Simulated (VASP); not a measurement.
The system is GaAs.

```
Ga As
1.0
     0.00000    2.82685    2.82685
     2.82685    0.00000    2.82685
     2.82685    2.82685    0.00000
Ga As
1 1
Direct
  0.00000 0.00000 0.00000
  0.25000 0.25000 0.25000
```

```yaml
Program: VASP 6.6.1
Task: relaxation of cell and atoms
Functional: PBE
Potentials_or_basis: VASP PAW PBE potentials, release 64 (Ga_d, As)
Cutoff: 520 eV
k_mesh: 10 × 10 × 10
Occupations: gaussian, width 1 eV
Spin: no spin polarisation
```

At the start: pressure 3.8 GPa; volume 22.59 Å³/atom.

Task: How do energy, volume and symmetry change on relaxing?

Result: Over 3 steps the energy falls by 14.8 meV/atom and the volume is 23.93 Å³/atom (+5.9 %); space group F-43m (No. 216, to 0.05 Å).

Step by step:
```tsv
step	energy change (eV)	largest force (eV/Å)	pressure (GPa)	volume (Å³)
1	0.0000	0.0000	3.76	45.18
2	-0.0269	0.0000	-0.95	48.73
3	-0.0297	0.0000	0.00	47.86
```

Final structure:
```yaml
crystal:
  lattice:
    - [0.00000, 2.88160, 2.88160]
    - [2.88160, 0.00000, 2.88160]
    - [2.88160, 2.88160, 0.00000]
  atoms:
    - { symbol: Ga, position: [0.00000, 0.00000, 0.00000] }
    - { symbol: As, position: [0.25000, 0.25000, 0.25000] }
```
